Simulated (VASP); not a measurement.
Here is the system:

```xyz
3
Lattice="1.7730 -3.0710 0.0000 1.7730 3.0710 0.0000 0.0000 0.0000 5.3796" Properties=species:S:1:pos:R:3 pbc="T T T"
Pt     0.0000     0.0000     0.0000
S      1.7730     1.0237     1.2312
S      1.7730    -1.0237     4.1484
```

All values below come from r2SCAN meta-GGA, VASP's PBE PAW potentials (set 64) (plane waves; VASP). Numerical set-up: 480 eV cut-off, 8×8×4 Γ-centred mesh, Gaussian smearing of 0.050 eV, potentials Pt S.

What does the run give for the energy per atom (σ→0)?

```yaml
energy per atom (σ→0): -22.956 eV/atom
```

Only differences to runs with the same potentials and settings are physical.

The compound is PtS2 in the 1T layered structure. This cell was strained or had an atom moved on purpose. Symmetry was kept, so distortions that lower it aren't found.
